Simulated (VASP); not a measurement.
Input:

```xyz
2
Lattice="4.5917 0.0000 0.0000 0.0000 4.5917 0.0000 0.0000 0.0000 4.5917" Properties=species:S:1:pos:R:3 pbc="T T T"
Cs     0.0000     0.0000     0.0000
I      2.2958     2.2958     2.2958
```

Method: SCAN meta-GGA, VASP's PBE PAW potentials (set 64) (plane waves; VASP). Settings: 520 eV cut-off, 6×6×6 Γ-centred mesh, Gaussian smearing of 0.050 eV, potentials Cs_sv I.

Unless said otherwise, spin-orbit coupling is left out, though it shifts the bands of the heavy elements here.

Question: Predict the energy per atom (σ→0), band gap (on the k-mesh) with the smallest direct gap where there is one.

Answer: 
```
Quantity                                      Result
-----------------------------------  ---------------
band gap (on the k-mesh)                     4.49 eV
smallest direct gap (on the k-mesh)          4.58 eV
energy per atom (σ→0)                -38.983 eV/atom
```

The absolute energy has meaning only against runs of the same code, potentials and settings.

The compound is CsI in the CsCl type structure. It was relaxed first.
